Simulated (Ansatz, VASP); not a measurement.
# CaHg in two plane-wave programs

Aim: how closely do two programs agree when they are given the same cell, functional and k mesh? The cell is taken from a series of runs on this material, whose earlier steps may have relaxed, scaled, displaced or heated it; both programs get it as it stands.

Method: plane waves, with VASP 6.6.1 beside it; relaxation of cell and atoms at LDA, in Ansatz 0.2.0.

### 1. Set-up

It takes space group Pm-3m (No. 221, cubic). The conventional cell has a = 3.656 Å, b = 3.656 Å, c = 3.656 Å, α = 90.00°, β = 90.00°, γ = 90.00°. Nearest to Ca lie 8 Hg at 3.17 Å. Nearest to Hg lie 8 Ca at 3.17 Å. Farther neighbours are not listed.

### 2. Ansatz: relaxation of cell and atoms, LDA

Ansatz runs on its default PAW (the set named soft_2) files.

The relaxed volume is the usual yardstick between codes: in a stiff, nearly cubic crystal its relative difference is about their pressure difference at one cell divided by the bulk modulus.

File input.yaml:

```yaml
crystal:
  lattice:
    - [3.6557047654, 0.0, 0.0]
    - [0.0, 3.6557047654, 0.0]
    - [0.0, 0.0, 3.6557047654]
  atoms:
    - { symbol: Ca, position: [0.0, 0.0, 0.0] }
    - { symbol: Hg, position: [0.5, 0.5, 0.5] }
kpoints:
  mp_grid: { grid: [12, 12, 12] }
hamiltonian:
  xc: lda
scf:
  occupations: { method: methfessel_paxton, width: 0.15 }
output:
  forces: true
  stress: true
  eigenvalues: true
relax:
  adjacent_minimum: "off"
  f_tol: 0.001
  max_steps: 60
  cell: { stress_tol: 0.01 }
```

The run is started by

```bash
$ ansatz run input.yaml --threads 2 --pin off --max-ram 5120MiB --backend cpu --events-out ev --progress --plain --runs-dir out
```

Numbers of over 12 decimals in the logs are rounded to 6 here.

The program printed:

```text
Engine: ansatz 0.2.0, x86_64-unknown-linux-gnu
Pseudopotentials: kind: paw
Pseudopotential: Ca, paw, valence charge 10, recommended cutoff 420 eV (normal), Ca.paw.azcp
Pseudopotential: Hg, paw, valence charge 20, recommended cutoff 420 eV (normal), Hg.paw.azcp
Functional definition: SPW92
  exchange = slater_x
  correlation = pw_c
Crystal: 2 atoms, lattice volume = 48.855 Å³
Basis set: ecut = 420 eV, 949 PW (Γ)
Bands: 19, of which v1, the nominal top of the filled ones, is band 15 counted from 1 (14 counted from 0)
Symmetry: 48 space group operations
Space group: Pm-3m (ITA 221), of the structure as read, at distance tolerance 3.7e-5 Å
k-points: 84 of 1728
Non-local potential: Ca, projectors of the file, l = 0: 3, l = 1: 2, l = 2: 2
Non-local potential: Hg, projectors of the file, l = 0: 3, l = 1: 2, l = 2: 2, l = 3: 1
PAW form: soft (Blöchl's): semilocal exchange-correlation on the pseudo side does not see the compensation charge
PAW frozen core: Ca, regenerated for the run's functional, and the local potential with it (the file was generated under x = pbe(κ = 0.804, μ = 0.219515), c = pbe(β = 0.066725))
PAW frozen core: Hg, regenerated for the run's functional, and the local potential with it (the file was generated under x = pbe(κ = 0.804, μ = 0.219515), c = pbe(β = 0.066725))
PAW one-centre angular grid: Ca, 110 points (default); XC on 64 Gauss nodes
PAW one-centre angular grid: Hg, 590 points (default); XC on 64 Gauss nodes
Initial density: superposition of atomic densities (neutral atoms: chi_scale 0, normalization atom), corrected by the library's trained network
Initial wavefunctions: pseudopotential atomic-orbital guess
Functional: x = slater, c = lda
SCF iter   1: F=—  HF=-15296.391405 eV  |F-HF|=—  |Δ(HF+E_count)|=         —  Δρ=4.98e-3  dr2=9.04e-3  ethr=1.77e-3  ⟨swp⟩=5.7  Hψ=7835  notcnv=0
preconditioner: auto → Kerker (q_TF=auto, 2.515 Å⁻¹)  [metal: Δε(μ)=0.040 eV  Ē_g=13.396 eV  σ=0.150 eV  W_gap=0.22  n_scr=18 (ndim 8)  ℏωp=23.8 eV  f_vac=0.000  D(μ)=1.15/eV (n_scr^D=6)]
SCF iter   2: F=—  HF=-15296.389350 eV  |F-HF|=—  |Δ(HF+E_count)|=   2.06e-3  S|Δr|=    0.00e0  Δρ=2.60e-3  dr2=2.39e-3  ethr=3.01e-5  ⟨swp⟩=2.4  Hψ=3112  notcnv=0
SCF iter   3: F=—  HF=-15296.388449 eV  |F-HF|=—  |Δ(HF+E_count)|=   9.01e-4  S|Δr|=    0.00e0  Δρ=4.68e-4  dr2=8.21e-5  ethr=7.95e-6  ⟨swp⟩=2.0  Hψ=2437  notcnv=0
SCF iter   4: F=—  HF=-15296.388419 eV  |F-HF|=—  |Δ(HF+E_count)|=   2.99e-5  S|Δr|=    0.00e0  Δρ=1.45e-4  dr2=1.04e-5  ethr=2.74e-7  ⟨swp⟩=2.0  Hψ=2768  notcnv=0
SCF iter   5: F=—  HF=-15296.388416 eV  |F-HF|=—  |Δ(HF+E_count)|=   3.23e-6  S|Δr|=    0.00e0  Δρ=3.80e-5  dr2=8.58e-7  ethr=3.47e-8  ⟨swp⟩=2.4  Hψ=2643  notcnv=0
SCF iter   6: F=-15296.388416 eV  HF=-15296.388416 eV  |F-HF|=1.74e-8  |Δ(HF+E_count)|=   2.03e-7  S|Δr|=    0.00e0  Δρ=9.58e-6  dr2=5.36e-8  ethr=3.33e-10  ⟨swp⟩=6.0  Hψ=6785  notcnv=0
SCF 1 converged in 6 iterations: F = -15296.388416 eV  dr2 = 5.36e-8
  greatest PAW one-centre occupation: 1.000 electrons in one spin orbital (limit 2), on the Hg atom at site 1 (counted from 0), in its partial waves of l = 0
relax step   1: F+E_penalty+E_count = -15296.38841592 eV  Δ(F+E_penalty+E_count) = +0.000e0 eV  max|allowed force component| = 2.062e-28 eV/Å  Δτ_max = 0.0000 Å  P = -0.083 GPa  Ω = 48.855 Å³  (6 SCF iters, dr2 threshold 1.00e-7 eV, accepted)
[...]
relax step   2: F+E_penalty+E_count = -15296.38844825 eV  Δ(F+E_penalty+E_count) = -3.233e-5 eV  max|allowed force component| = 2.695e-30 eV/Å  Δτ_max = 0.0000 Å  P = +0.010 GPa  Ω = 48.763 Å³  energy of the carried Pulay correction = +1.093e-5 eV  (5 SCF iters, dr2 threshold 1.73e-8 eV, accepted)
[...]
relax step   3: F+E_penalty+E_count = -15296.38843837 eV  Δ(F+E_penalty+E_count) = +9.884e-6 eV  max|allowed force component| = 2.087e-30 eV/Å  Δτ_max = 0.0000 Å  P = +0.010 GPa  Ω = 48.763 Å³  stress off target by 9.69e-3 GPa  SCF on the basis re-selected at this cell (its energy is not comparable with the rows above)  (5 SCF iters)
basis re-selected at this cell: Δ(F+E_penalty+E_count) = +9.884e-6 eV, ΔP = +0.000 GPa vs the last step (what re-selecting the basis moved, of the pressure what is left beyond the Pulay correction that the steps carried, after the strain that the cell walked since its last selection, with what the two solves' SCF thresholds leave and, on support functions, any second-order correction that the steps lacked; it is no m [...]
SCF converged after 5 iterations
Stability not checked: this state was not tested for a lower state beside it, because cold or Methfessel-Paxton smearing, or corrected tetrahedra, fill the levels in a way that the test cannot read (fill_not_monotonic; see scf.lower_state_search)
Free energy (F): -15296.388438 eV
Harris-Foulkes:  -15296.388438 eV  (|F-HF|=3.64e-12)
Internal energy: -15296.388833 eV  (E = F + TS)
E sigma→0 (E₀):  -15296.388537 eV
Entropy (-TS):   0.000395 eV (0.197 meV/atom)
Fermi energy:    11.905369 eV
--- Per-component energies (eV) ---
  E_band       = -556.503652
  E_kinetic    = 883.994122
  E_local      = -3505.238538  (includes V_loc(G=0)·N_el)
  E_nonlocal   = 144.998792
  E_hartree    = 1433.353397
  E_xc         = -356.060575
  E_vxc        = -434.451862  (∫ρ·V_xc dr)
  E_paw        = -10470.376187  (= ΣΔE_a)
  E_vpaw       = -512.513818  (= ΣTr[D̂ρ^β])
  E_aug_tail   = 0.000830  (compensation charges beyond the density's cutoff)
  E_ewald      = -3427.919933
  E_core_change = 0.859259  (= ΣΔE_core)
  E_smearing   = 0.000395  (= −TS)
  E_closure    = -0.000000  (closes the sum)
  Σ components = -15296.388438   (vs F -15296.388438, Δ=0.00e0)
--- Forces (eV/Å), atoms counted from 1 ---
  atom   1  Ca     0.00000000     0.00000000    -0.00000000
  atom   2  Hg     0.00000000    -0.00000000     0.00000000
  max |Σ_I F_I| component: 4.24e-30 eV/Å
--- Stress (GPa, compression-positive) ---
        0.009690       0.000000       0.000000
        0.000000       0.009690      -0.000000
        0.000000      -0.000000       0.009690
  P = ⅓ Tr σ = 0.0097 GPa (0.097 kbar)
--- Band table (eV; the first three rows and the last of 84) ---
  k-point 0: bands = [... 11 lower, 4.7805, 4.7805, 4.7805, 13.6610, 13.6610, 16.5083, 16.5083, 16.5083]
  k-point 1: bands = [... 11 lower, 4.7703, 4.7703, 4.7836, 13.5245, 13.6504, 15.8590, 15.8590, 16.2275]
  k-point 2: bands = [... 11 lower, 4.7426, 4.7426, 4.7923, 12.9315, 13.6212, 15.2682, 15.2682, 15.8471]
  k-point 83: bands = [... 11 lower, 5.1492, 5.1492, 10.2079, 10.9762, 10.9762, 10.9762, 17.2535, 17.2535]
--- Relaxed structure (2 steps of the walk, 2 accepted, 1 SCFs on fresh bases) ---
  F+E_penalty+E_count = -15296.38843837 eV   max|allowed force component| = 2.087e-30 eV/Å   (the final SCF, on the basis selected at the relaxed cell)
  cell:  # Å, volume = 48.7629 Å³
    - [3.653393, 0, 0]
    - [0.0, 3.653393, 0.0]
    - [0, 0.0, 3.653393]
  atoms:
    - { symbol: Ca, position: [0, 0, 0] }
    - { symbol: Hg, position: [0.5, 0.5, 0.5] }
```

In the SCF lines HF is the Harris–Foulkes energy and dr2 the Hartree energy of the density residual, in eV; the loop may stop once dr2 is under the threshold and the program's other checks hold. Hψ counts applications of the Hamiltonian.

### 3. VASP: relaxation of cell and atoms, LDA

The same cell, functional (in two slightly different forms), mesh and smearing now go to VASP, with its own data sets.

Lines of VASP's logs that name or quote its potential files are left out, and so is its time.

File INCAR:

```
SYSTEM = CaHg
PREC = Accurate
ENCUT = 500
EDIFF = 1E-07
NELM = 120
ISMEAR = 1
SIGMA = 0.15
LREAL = .FALSE.
ALGO = Normal
GGA = CA
NBANDS = 17
LORBIT = 11
LWAVE = .FALSE.
LCHARG = .FALSE.
ISIF = 3
IBRION = 2
NSW = 80
EDIFFG = -0.005
LASPH = .TRUE.
GGA_COMPAT = .FALSE.
NELMIN = 4
```

File POSCAR:

```
CaHg
1.0
    3.6557050000      0.0000000000      0.0000000000
    0.0000000000      3.6557050000      0.0000000000
    0.0000000000      0.0000000000      3.6557050000
Ca Hg
1 1
Direct
    0.0000000000      0.0000000000      0.0000000000
    0.4999998632      0.4999998632      0.4999998632
```

File KPOINTS:

```
Automatic mesh
0
Gamma
12 12 12
0 0 0
```

The projector-augmented-wave data sets are Ca_sv and Hg (LDA family, release 64).

The run is started by

```bash
$ mpirun -np 1 vasp_std
```

The program printed:

```text
[banner, memory and clock lines left out]
running    1 mpi-ranks, on    1 nodes
 distrk:  each k-point on    1 cores,    1 groups
 distr:  one band on    1 cores,    1 groups

 POSCAR found type information on POSCAR CaHg
 POSCAR found :  2 types and       2 ions
 LDA part: xc-table for (Slater(with rela. corr.)+CA(PZ))
 , standard interpolation
 POSCAR, INCAR and KPOINTS ok, starting setup
 FFT: planning ... GRIDC
 FFT: planning ... GRID_SOFT
 FFT: planning ... GRID
 WAVECAR not read
 entering main loop
       N       E                     dE             d eps       ncg     rms          rms(c)
DAV:   1     0.170503677466E+03    0.17050E+03   -0.11103E+04  2856   0.123E+03
DAV:   2    -0.222927927453E+00   -0.17073E+03   -0.16616E+03  3012   0.330E+02
DAV:   3    -0.485444193602E+01   -0.46315E+01   -0.45907E+01  3965   0.570E+01
DAV:   4    -0.497233037435E+01   -0.11789E+00   -0.11778E+00  3742   0.648E+00
DAV:   5    -0.497389377895E+01   -0.15634E-02   -0.15632E-02  3813   0.696E-01    0.432E+00
DAV:   6    -0.454566630349E+01    0.42823E+00   -0.15221E+00  3501   0.107E+01    0.271E+00
DAV:   7    -0.453243270983E+01    0.13234E-01   -0.64749E-02  3271   0.215E+00    0.146E+00
DAV:   8    -0.452535858989E+01    0.70741E-02   -0.97835E-03  3608   0.111E+00    0.134E-01
DAV:   9    -0.452515877034E+01    0.19982E-03   -0.52354E-04  3940   0.204E-01    0.419E-02
DAV:  10    -0.452515107219E+01    0.76982E-05   -0.66466E-05  3985   0.491E-02    0.105E-02
DAV:  11    -0.452515058910E+01    0.48309E-06   -0.84090E-06  3898   0.190E-02    0.486E-03
DAV:  12    -0.452515055110E+01    0.38004E-07   -0.40493E-07  3595   0.455E-03
   1 F= -.45251506E+01 E0= -.45252852E+01  d E =-.452515E+01
 curvature:   0.00 expect dE= 0.000E+00 dE for cont linesearch  0.000E+00
 trial: gam= 0.00000 g(F)=  0.000E+00 g(S)=  0.204E-03 ort = 0.000E+00 (trialstep = 0.100E+01)
 search vector abs. value=  0.204E-03
 bond charge predicted
       N       E                     dE             d eps       ncg     rms          rms(c)
DAV:   1    -0.452860716372E+01   -0.34566E-02   -0.75282E-02  2867   0.288E+00    0.410E-01
DAV:   2    -0.452564577536E+01    0.29614E-02   -0.99353E-03  3227   0.973E-01    0.147E-01
DAV:   3    -0.452526586655E+01    0.37991E-03   -0.91691E-04  4550   0.252E-01    0.878E-02
DAV:   4    -0.452524492404E+01    0.20943E-04   -0.22025E-04  4846   0.719E-02    0.334E-02
DAV:   5    -0.452525681382E+01   -0.11890E-04   -0.34077E-05  4796   0.359E-02    0.625E-03
DAV:   6    -0.452525644830E+01    0.36552E-06   -0.24033E-06  3508   0.154E-02    0.202E-03
DAV:   7    -0.452525644285E+01    0.54579E-08   -0.23280E-07  2586   0.484E-03
   2 F= -.45252564E+01 E0= -.45253843E+01  d E =-.105892E-03
 trial-energy change:   -0.000106  1 .order   -0.000101   -0.000204    0.000002
 step:   0.9915(harm=  0.9903)  dis= 0.00000  next Energy=    -4.525256 (dE=-0.106E-03)
 reached required accuracy - stopping structural energy minimisation
```

OUTCAR, selected parts (step 3):

```text
ion  position               nearest neighbor table
   1  0.000  0.000  0.000-   2 3.17   2 3.17   2 3.17   2 3.17   2 3.17   2 3.17   2 3.17   2 3.17

  LATTYP: Found a simple cubic cell.
 ALAT       =     3.6557050000

 Subroutine GETGRP returns: Found 48 space group operations
 (whereof 48 operations were pure point group operations)

The static configuration has the point symmetry O_h .

 Found     84 irreducible k-points:

   k-points           NKPTS =     84   k-points in BZ     NKDIM =     84   number of bands    NBANDS=     17

   dimension x,y,z NGX =    28 NGY =   28 NGZ =   28
   dimension x,y,z NGXF=    56 NGYF=   56 NGZF=   56

   ENCUT  =  500.0 eV  36.75 Ry    6.06 a.u.   6.67  6.67  6.67*2*pi/ulx,y,z

   NELECT =      22.0000    total number of electrons

 k-points in reciprocal lattice and weights: Automatic mesh
   0.00000000  0.00000000  0.00000000       0.001
   0.08333333  0.00000000  0.00000000       0.003
   0.16666667  0.00000000  0.00000000       0.003
   0.25000000  0.00000000  0.00000000       0.003
   0.33333333  0.00000000  0.00000000       0.003
   0.41666667  0.00000000  0.00000000       0.003
   0.50000000  0.00000000  0.00000000       0.002
   0.08333333  0.08333333  0.00000000       0.007
   0.16666667  0.08333333  0.00000000       0.014
[...]
0.50000000  0.50000000  0.41666667       0.003
   0.50000000  0.50000000  0.50000000       0.001

 average (electrostatic) potential at core
       1 -46.0532       2 -40.6744

 E-fermi :   3.5534

 k-point     1 :       0.0000    0.0000    0.0000
  band No.  band energies     occupation
    ...
      6      -4.1875      2.00000
      7      -4.1469      2.00000
      8      -3.5967      2.00000
      9      -3.5967      2.00000
     10      -3.5967      2.00000
     11       5.2977     -0.00000
     12       5.2977     -0.00000
     13       8.1422      0.00000
     14       8.1422      0.00000
     15       8.1422      0.00000
    ...

 k-point     2 :       0.0833    0.0000    0.0000
  band No.  band energies     occupation
    ...
      6      -4.1622      2.00000
      7      -4.0473      2.00000
      8      -3.6067      2.00000
      9      -3.6067      2.00000
     10      -3.5936      2.00000
     11       5.1619     -0.00000
     12       5.2892     -0.00000
     13       7.5086      0.00000
     14       7.5086      0.00000
     15       7.8845      0.00000
    ...

 k-point     3 :       0.1667    0.0000    0.0000
  band No.  band energies     occupation
    ...
      6      -4.1026      2.00000
      7      -3.7419      2.00000
      8      -3.6339      2.00000
      9      -3.6339      2.00000
     10      -3.5850      2.00000
     11       4.5729     -0.00000
     12       5.2656     -0.00000
     13       6.9210      0.00000
     14       6.9210      0.00000
     15       7.4981      0.00000
    ...

  Total       -0.0005201     -0.0005201     -0.0005201      0.0000000      0.0000000     -0.0000000
  in kB       -0.0169905     -0.0169905     -0.0169905      0.0000000      0.0000000     -0.0000000
  external PRESSURE =      -0.0169905 kB  Pullay stress =       0.0000000 kB

  energy-cutoff  :      500.00
  volume of cell :       49.04
      direct lattice vectors                 reciprocal lattice vectors
     3.660387948  0.000000000  0.000000000     0.273195086 -0.000000000 -0.000000000
     0.000000000  3.660387948 -0.000000000     0.000000000  0.273195086 -0.000000000
     0.000000000  0.000000000  3.660387948    -0.000000000  0.000000000  0.273195086

 POSITION                                       TOTAL-FORCE (eV/Angst)
 -----------------------------------------------------------------------------------
      0.00000      0.00000      0.00000        -0.000000     -0.000000      0.000000
      1.83019      1.83019      1.83019         0.000000      0.000000      0.000000
 -----------------------------------------------------------------------------------
    total drift:                                0.000188      0.000188      0.000188

  FREE ENERGIE OF THE ION-ELECTRON SYSTEM (eV)
  ---------------------------------------------------
  free  energy   TOTEN  =        -4.5252564428 eV

  energy  without entropy=       -4.5256401542  energy(sigma->0) =       -4.52538435

 reached required accuracy - stopping structural energy minimisation

 total charge
# of ion       s       p       d       tot
------------------------------------------
    1        2.064   5.842   0.261   8.166
    2        0.925   0.414   9.230  10.570
--------------------------------------------------
tot          2.989   6.256   9.491  18.736

[... 3 further parts left out ...]
```

### 4. Differences

Known differences besides the potentials themselves: the two LDA forms differ slightly; the data sets hold 30 valence electrons in Ansatz (on its default PAW (the set named soft_2) files) and 22 in VASP; the cutoff is 420 eV in Ansatz and 500 eV in VASP; VASP's log shows a relativistic correction to its local exchange, Ansatz's none; Ansatz adds a Pulay correction to the stress that steers its cell, VASP none. Total energies have different zeros and are not compared.

The two programs side by side:

```csv
quantity,Ansatz,VASP,difference
volume (Å³),48.76,49.04,-0.57 %
"edge a after relaxation, in the typed setting (Å)",3.653,3.660,-0.19 %
```

### 5. Summary of results

* difference in volume (relaxation of cell and atoms, LDA): -0.57 %

In words: The difference in volume is -0.57 % (relaxation of cell and atoms, LDA), within the 1.2 % picked in this series as the mark of a large difference, as far as the stopping tolerances let one tell. The data sets hold unlike numbers of valence electrons (30 in Ansatz and 22 in VASP), so part of the differences comes from the potentials. Such differences can come from data sets, numerical settings and the points named under the comparisons, not from the functional's error against experiment.

[Lines on the potential files, build, host, timing and source positions are cut from VASP's logs without a mark.]

[Logs are printed without paths, hosts, clocks, repeated set-up lines and the standing remarks that a program may print on its own settings, such as how far it seeks lower states.]

[Hosts, paths, dates, database ids (printed as entryN), source tags and the programs' standing remarks are cut or masked in the printed files.]
